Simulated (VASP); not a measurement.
Input:

```
CELL_PARAMETERS angstrom
      1.13515    -1.96614     0.00000
      1.13515     1.96614     0.00000
      0.00000     0.00000     3.55113
ATOMIC_POSITIONS crystal
  Be 0.33333 0.66667 0.25000
  Be 0.66667 0.33333 0.75000
```

Method: SCAN meta-GGA, VASP's PBE PAW potentials (set 64) (plane waves; VASP 6.6.1). Numerical set-up: 520 eV cut-off, 20×20×12 Γ-centred mesh, tetrahedra with Blöchl corrections, potentials Be.

Q: Give the energies of bands 1 to 4 at the high-symmetry points, in eV from the Fermi level.

A: 
```csv
band,Γ,M,K,A,L,H
1,-11.85,-5.07,-2.31,-9.54,-3.73,-1.27
2,-4.40,-3.42,-1.17,-9.54,-3.73,-1.27
3,1.18,3.91,-1.17,11.49,1.67,0.63
4,16.90,6.99,7.12,11.49,1.67,0.63
```

It has no gap at this level: it comes out as a metal or semimetal.

The compound is Be in the hcp structure. It was relaxed first.
